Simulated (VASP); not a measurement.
SnO (Romarchite):

```
CELL_PARAMETERS angstrom
3.79860 0.00000 0.00000
0.00000 3.79860 0.00000
0.00000 0.00000 4.84080
ATOMIC_POSITIONS crystal
Sn 0.50000 0.00000 0.23690
Sn 0.00000 0.50000 0.76310
O 0.00000 0.00000 0.00000
O 0.50000 0.50000 0.00000
```

Base run:

* Program: VASP 6.6.1
* Functional: PBEsol
* Potentials or basis: VASP PAW PBE potentials, release 64 (Sn, O)
* Cutoff: 500 eV
* k mesh: 6 × 6 × 5
* Occupations: fermi-dirac, width 0.02 eV
* Spin: no spin polarisation

Its results: band gap on the k mesh 0.05 eV, indirect (least direct gap 1.90 eV); pressure 0.3 GPa; largest force 0.240 eV/Å.

Q: The run is repeated on the same cell with these changes: potentials or basis from VASP PAW PBE potentials, release 64 (Sn, O) to VASP PAW PBE potentials, release 64 (Sn_d, O); cutoff from 500 eV to 520 eV; k mesh from 6 × 6 × 5 to 9 × 9 × 7; valence electrons from 20 to 40. What comes out?

A: Band gap on the k mesh 0.19 eV, indirect (least direct gap 1.94 eV); pressure 0.8 GPa; largest force 0.286 eV/Å.

Caveats: the PAW data sets were made with another functional, which shifts forces and pressure a little; spin-orbit coupling is left out, which moves the levels of the heavy elements; an odd mesh through Γ misses points on the zone boundary, where band edges often lie.
